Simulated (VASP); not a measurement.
Level of theory: PBE GGA, VASP's PBE PAW potentials (set 64) (plane waves; VASP 6.6.1).

A VASP calculation is set up with these files.

**POSCAR**
```
GaP
1
    0.0000000000     2.7258100000     2.7258100000
    2.7258100000     0.0000000000     2.7258100000
    2.7258100000     2.7258100000     0.0000000000
Ga P
1 1
Direct
 -0.0015950000   0.0037560000  -0.0087020000
  0.2515950000   0.2462440000   0.2587020000
```

**INCAR**
```
SYSTEM = GaP
PREC = Accurate
ENCUT = 300
EDIFF = 1E-03
NELM = 100
ALGO = Normal
LREAL = .FALSE.
LASPH = .TRUE.
ISMEAR = 0
SIGMA = 0.01
GGA = PE
LMAXMIX = 4
LWAVE = .FALSE.
LCHARG = .FALSE.
ISIF = 2
IBRION = 2
NSW = 50
EDIFFG = -0.03
```

File KPOINTS:
```
Automatic mesh
0
Gamma
  10 10 10
0 0 0
```

POTCAR, in this order: Ga_d P (PBE.64 set). Program: vasp_std.

The run wrote:

File OSZICAR:
```
       N       E                     dE             d eps       ncg     rms          rms(c)
DAV:   1     0.634406627946E+02    0.63441E+02   -0.72774E+03 13269   0.149E+03
DAV:   2    -0.487754966294E+01   -0.68318E+02   -0.66060E+02 14459   0.258E+02
DAV:   3    -0.929397766417E+01   -0.44164E+01   -0.44001E+01 16447   0.630E+01
DAV:   4    -0.936465586397E+01   -0.70678E-01   -0.70642E-01 16160   0.846E+00
DAV:   5    -0.936625488803E+01   -0.15990E-02   -0.15989E-02 16773   0.102E+00    0.433E+00
DAV:   6    -0.912296513926E+01    0.24329E+00   -0.46956E-01 19619   0.125E+01    0.287E+00
DAV:   7    -0.909658252724E+01    0.26383E-01   -0.11424E-01 16349   0.247E+00    0.115E+00
DAV:   8    -0.909669359063E+01   -0.11106E-03   -0.14432E-02 15599   0.176E+00    0.170E-01
DAV:   9    -0.909704831967E+01   -0.35473E-03   -0.13537E-03 10802   0.653E-01
   1 F= -.90970483E+01 E0= -.90970483E+01  d E =-.909705E+01
       N       E                     dE             d eps       ncg     rms          rms(c)
DAV:   1    -0.910661803929E+01   -0.99244E-02   -0.44468E+00 15524   0.175E+01    0.317E-01
DAV:   2    -0.911749885275E+01   -0.10881E-01   -0.10987E-01 14942   0.313E+00    0.121E-01
DAV:   3    -0.911772159639E+01   -0.22274E-03   -0.34269E-03 17556   0.592E-01
   2 F= -.91177216E+01 E0= -.91177216E+01  d E =-.206733E-01
       N       E                     dE             d eps       ncg     rms          rms(c)
DAV:   1    -0.911768328429E+01   -0.18443E-03   -0.26769E-03 10862   0.479E-01    0.120E-02
DAV:   2    -0.911770806948E+01   -0.24785E-04   -0.25425E-04  6622   0.180E-01
   3 F= -.91177081E+01 E0= -.91177081E+01  d E =-.206597E-01
       N       E                     dE             d eps       ncg     rms          rms(c)
DAV:   1    -0.911776317047E+01   -0.79886E-04   -0.19906E-02 14994   0.115E+00    0.217E-02
DAV:   2    -0.911780129110E+01   -0.38121E-04   -0.39196E-04  6592   0.209E-01
   4 F= -.91178013E+01 E0= -.91178013E+01  d E =-.932216E-04
```

**OUTCAR**
```
------------------------ aborting loop because EDIFF is reached ----------------------------------------
  FORCE on cell =-STRESS in cart. coord.  units (eV):
  Direction    XX          YY          ZZ          XY          YZ          ZX
  --------------------------------------------------------------------------------------
  Total        0.5706338      0.5709162      0.5711604     -0.0060340      0.0009073     -0.0038739
  in kB       22.5710280     22.5821985     22.5918563     -0.2386720      0.0358889     -0.1532282
  external PRESSURE =      22.5816943 kB  Pullay stress =       0.0000000 kB
  volume of cell :       40.51
      direct lattice vectors                 reciprocal lattice vectors
     0.000000000  2.725810000  2.725810000    -0.183431714  0.183431714  0.183431714
     2.725810000  0.000000000  2.725810000     0.183431714 -0.183431714  0.183431714
     2.725810000  2.725810000  0.000000000     0.183431714  0.183431714 -0.183431714
  FREE ENERGIE OF THE ION-ELECTRON SYSTEM (eV)
  ---------------------------------------------------
  free  energy   TOTEN  =        -9.1178012911 eV

  energy  without entropy=       -9.1178012911  energy(sigma->0) =       -9.11780129

 reached required accuracy - stopping structural energy minimisation
```
(Selected blocks of OUTCAR.)

File CONTCAR:
```
GaP
   1.00000000000000
     0.0000000000000000    2.7258100000000001    2.7258100000000001
     2.7258100000000001    0.0000000000000000    2.7258100000000001
     2.7258100000000001    2.7258100000000001    0.0000000000000000
  Ga              P
     1     1
Direct
     0.9999807581676320    0.0000181337121510    0.9999565704257863
     0.2500192418323681    0.2499818662878490    0.2500434295742137
```

At this cut-off the stress carries a Pulay error, which pulls relaxed volumes low.

The structure comes from a computed database's GaP entry; how it stands against other phases isn't given here. In the starting cell atoms are displaced from their ideal sites. This run relaxes the ions in a fixed cell. The run is one of a series of settings (EDIFF = 1E-03, EDIFFG = -0.03, IBRION = 2, NSW = 50 against the base run), some of them coarse on purpose.
